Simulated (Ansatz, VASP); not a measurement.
**SiB2: VASP beside Ansatz**

```
Si B
1.0
     2.95480    0.00000    0.00000
    -1.47740    2.55893    0.00000
     0.00000    0.00000    3.46075
Si B
1 2
Direct
  0.00000 0.00000 0.38583
  0.33333 0.66667 0.88581
  0.66667 0.33333 0.88581
```

Alike in both runs: functional PBE; dispersion D3(BJ); k mesh 6 × 6 × 6; occupations gaussian, width 0.1 eV; no spin polarisation.

Ansatz relaxed the structure, and its values are those at the end. VASP's run is a single point on that final structure, the one shown.

```csv
,VASP,Ansatz
version,VASP 6.6.1,Ansatz 0.2.0
potentials or method,"VASP PAW PBE potentials, release 64 (Si, B)","scalar-relativistic, plane waves, PAW"
plane-wave cutoff (eV),520,420
valence electrons in the cell,10,10
```

```csv
,VASP,Ansatz,Ansatz less VASP
gap on the k mesh at the Fermi level (eV),none,none,-
pressure (GPa),-0.1,-0.2,-0.05
```

A gap of «none» marks a metal or a gap that the smearing closes.

Caveats: the k mesh is coarse (spacing up to 0.41 Å⁻¹), so the values aren't converged; pairwise dispersion overbinds metals, which lowers pressure and volume.
